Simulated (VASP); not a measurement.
Set up this calculation in VASP 6.6.1, as the native input.

```
Task                   : relaxation of cell and atoms
Functional             : PBE
Dispersion             : D3(BJ)
Potentials or basis    : VASP PAW PBE potentials, release 64 (Ti_sv, O)
Cutoff                 : 600 eV
k mesh                 : 8 × 8 × 10
Occupations            : gaussian, width 0.02 eV
Spin                   : no spin polarisation
Further INCAR settings : ALGO = Normal; EDIFF = 1e-07; IBRION = 2; EDIFFG = -0.005; NSW = 60; ISIF = 3
```

The structure of TiO2 lies in POSCAR:

```
TiO2
1.0
   -1.8900000000      1.8900000000      4.7800000000
    1.8900000000     -1.8900000000      4.7800000000
    1.8900000000      1.8900000000     -4.7800000000
Ti O
2 4
Direct
    0.0000000000      0.0000000000      0.0000000000
    0.7500000000      0.2500000000      0.5000000000
    0.2080000000      0.2080000000      0.0000000000
    0.9580000000      0.4580000000      0.5000000000
    0.5420000000      0.0420000000      0.5000000000
    0.7920000000      0.7920000000      0.0000000000
```

The cell was built by a generator and needn't be a form met in nature.

One way to write it, as run:

INCAR

```
SYSTEM = TiO2
  PREC = Accurate
  ENCUT = 600
  EDIFF = 1E-7
  ISMEAR = 0
  SIGMA = 0.02
  LREAL = .FALSE.
  LASPH = .TRUE.
  NELM = 120
  ALGO = Normal
  ISIF = 3
  LWAVE = .FALSE.
  LCHARG = .FALSE.
  GGA = PE
  IVDW = 12
  IBRION = 2
  NSW = 60
  EDIFFG = -0.005
```

KPOINTS

```
regular mesh
0
G
  8 8 10
  0 0 0
```

Potentials or basis: VASP PAW PBE potentials, release 64 (Ti_sv, O).

Run with:

```sh
$ cat potpaw_PBE.64/Ti_sv/POTCAR potpaw_PBE.64/O/POTCAR > POTCAR
$ mpirun -np 1 vasp_std > vasp.out
```

Results of the run:

```
Relaxed volume                         : 11.47 Å³/atom
Relaxed cell                           : a = 5.489 Å, b = 5.489 Å, c = 5.489 Å, α = 139.61°, β = 139.61°, γ = 58.45°
Space group after relaxing (to 0.05 Å) : I4_1/amd (No. 141)
Energy gained by relaxing              : 0.4 meV/atom
Ionic steps                            : 5
Pressure after relaxing                : 0.0 GPa
Largest force after relaxing           : 0.005 eV/Å
Band gap on the k mesh                 : 2.10 eV, indirect (least direct gap 2.50 eV)
Dispersion energy per atom             : -0.224 eV
```

Wall time 24 min on 1 thread of Intel(R) Xeon(R) Platinum 8559C (Emerald Rapids), with other jobs on the host, peak memory 0.58 GiB.
